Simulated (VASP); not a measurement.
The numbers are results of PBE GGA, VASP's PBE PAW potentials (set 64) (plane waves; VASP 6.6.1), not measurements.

The input files of a VASP run:

File KPOINTS:
```
Regular mesh
0
Gamma
 1 1 1
```

### POSCAR
```
Ga31P33
1
   11.0671092084     0.0000000000     0.0000000000
    0.0000000000    11.0671092084     0.0000000000
   -0.0000000000    -0.0000000000    11.0671092084
Ga P
31 33
Direct
  0.5000000000   0.0000000000   0.0000000000
  0.7500000000   0.2500000000   0.0000000000
  0.7500000000   0.0000000000   0.2500000000
  0.0000000000   0.0000000000   0.0000000000
  0.2500000000   0.2500000000   0.0000000000
  0.5000000000   0.5000000000   0.0000000000
  0.7500000000   0.7500000000   0.0000000000
  0.2500000000   0.0000000000   0.2500000000
  0.5000000000   0.2500000000   0.2500000000
  0.7500000000   0.5000000000   0.2500000000
  0.5000000000   0.0000000000   0.5000000000
  0.7500000000   0.2500000000   0.5000000000
  0.7500000000   0.0000000000   0.7500000000
  0.0000000000   0.5000000000   0.0000000000
  0.2500000000   0.7500000000   0.0000000000
  0.0000000000   0.2500000000   0.2500000000
  0.2500000000   0.5000000000   0.2500000000
  0.5000000000   0.7500000000   0.2500000000
  0.0000000000   0.0000000000   0.5000000000
  0.2500000000   0.2500000000   0.5000000000
  0.7500000000   0.7500000000   0.5000000000
  0.2500000000   0.0000000000   0.7500000000
  0.5000000000   0.2500000000   0.7500000000
  0.7500000000   0.5000000000   0.7500000000
  0.0000000000   0.7500000000   0.2500000000
  0.0000000000   0.5000000000   0.5000000000
  0.2500000000   0.7500000000   0.5000000000
  0.0000000000   0.2500000000   0.7500000000
  0.2500000000   0.5000000000   0.7500000000
  0.5000000000   0.7500000000   0.7500000000
  0.0000000000   0.7500000000   0.7500000000
  0.6250000000   0.1250000000   0.1250000000
  0.8750000000   0.3750000000   0.1250000000
  0.8750000000   0.1250000000   0.3750000000
  0.1250000000   0.1250000000   0.1250000000
  0.3750000000   0.3750000000   0.1250000000
  0.6250000000   0.6250000000   0.1250000000
  0.8750000000   0.8750000000   0.1250000000
  0.3750000000   0.1250000000   0.3750000000
  0.6205810000   0.3716930000   0.3763330000
  0.8750000000   0.6250000000   0.3750000000
  0.6250000000   0.1250000000   0.6250000000
  0.8750000000   0.3750000000   0.6250000000
  0.8750000000   0.1250000000   0.8750000000
  0.1250000000   0.6250000000   0.1250000000
  0.3750000000   0.8750000000   0.1250000000
  0.1250000000   0.3750000000   0.3750000000
  0.3707370000   0.6222330000   0.3728250000
  0.6250000000   0.8750000000   0.3750000000
  0.1250000000   0.1250000000   0.6250000000
  0.3782530000   0.3705100000   0.6215560000
  0.4980810000   0.5003660000   0.4964600000
  0.6276210000   0.6222660000   0.6244700000
  0.8750000000   0.8750000000   0.6250000000
  0.3750000000   0.1250000000   0.8750000000
  0.6250000000   0.3750000000   0.8750000000
  0.8750000000   0.6250000000   0.8750000000
  0.1250000000   0.8750000000   0.3750000000
  0.1250000000   0.6250000000   0.6250000000
  0.3750000000   0.8750000000   0.6250000000
  0.1250000000   0.3750000000   0.8750000000
  0.3750000000   0.6250000000   0.8750000000
  0.6250000000   0.8750000000   0.8750000000
  0.1250000000   0.8750000000   0.8750000000
```

### INCAR
```
! general
SYSTEM  = Ga31P33
PREC    = Normal
ENCUT   = 400
LREAL   = Auto
LASPH   = .TRUE.
ISYM    = 0

! electronic loop
EDIFF   = 1E-5
NELM    = 100
NELMIN  = 4
ALGO    = Fast
LMAXMIX = 4

! smearing
ISMEAR  = 0
SIGMA   = 0.05

! functional
GGA     = PE

! ions
IBRION  = 2
NSW     = 60
ISIF    = 2
EDIFFG  = -0.03

! output
LWAVE   = .TRUE.
LCHARG  = .FALSE.
```

POTCAR, in this order: Ga P (PBE.64 set). Program: vasp_gam.

The supercell is sampled at Γ alone, which is coarse: total energies, pressure and levels can be off, energies of defects by several tenths of an eV.

Task: What does the run give for the energy per atom (σ→0)?

Result: 
| Property | Result |
|---|---|
| energy per atom (σ→0) | -432.8 kJ/mol-atom |

**OSZICAR**
```
...
RMM:   4    -0.287060396008E+03   -0.42941E-06   -0.78722E-05   294   0.214E-02
   7 F= -.28706040E+03 E0= -.28706040E+03  d E =-.314991E-02
       N       E                     dE             d eps       ncg     rms          rms(c)
DAV:   1    -0.287061165701E+03   -0.77012E-03   -0.42947E-02   344   0.381E-01    0.124E-01
RMM:   2    -0.287061396077E+03   -0.23038E-03   -0.28930E-03   324   0.117E-01    0.323E-02
RMM:   3    -0.287061447637E+03   -0.51561E-04   -0.57739E-04   339   0.525E-02    0.273E-02
RMM:   4    -0.287061448104E+03   -0.46656E-06   -0.77238E-05   306   0.214E-02
   8 F= -.28706145E+03 E0= -.28706145E+03  d E =-.105210E-02
```

The cell is a supercell with a defect, built from GaP (zinc blende): P_Ga. The run is not spin-polarised, so no state with unpaired spins was tried.
